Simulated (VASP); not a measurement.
Input:

```xyz
2
Lattice="0.0000 2.3228 2.3228 2.3228 0.0000 2.3228 2.3228 2.3228 0.0000" Properties=species:S:1:pos:R:3 pbc="T T T"
Zr     0.0000     0.0000     0.0000
C      2.3228     2.3228     2.3228
```

These are LDA (Ceperley-Alder, Perdew-Zunger), VASP's LDA PAW potentials (set 64) (plane waves; VASP) values and carry that method's errors. Run with 520 eV cut-off, 15×15×15 Γ-centred mesh, tetrahedra with Blöchl corrections, potentials Zr_sv C.

Problem. The job: ZrC (rock salt), 2 atoms, LDA, static run, 520 eV, 15×15×15 Γ-centred mesh. Roughly how much core time does it take on a busy server core?

Solution. About 20 core-seconds (one run on a shared machine, a rough figure). It had 120 irreducible k-points, 12 bands, up to 688 plane waves and 14 electronic steps.

The compound is ZrC in the rock salt structure. It was relaxed first.
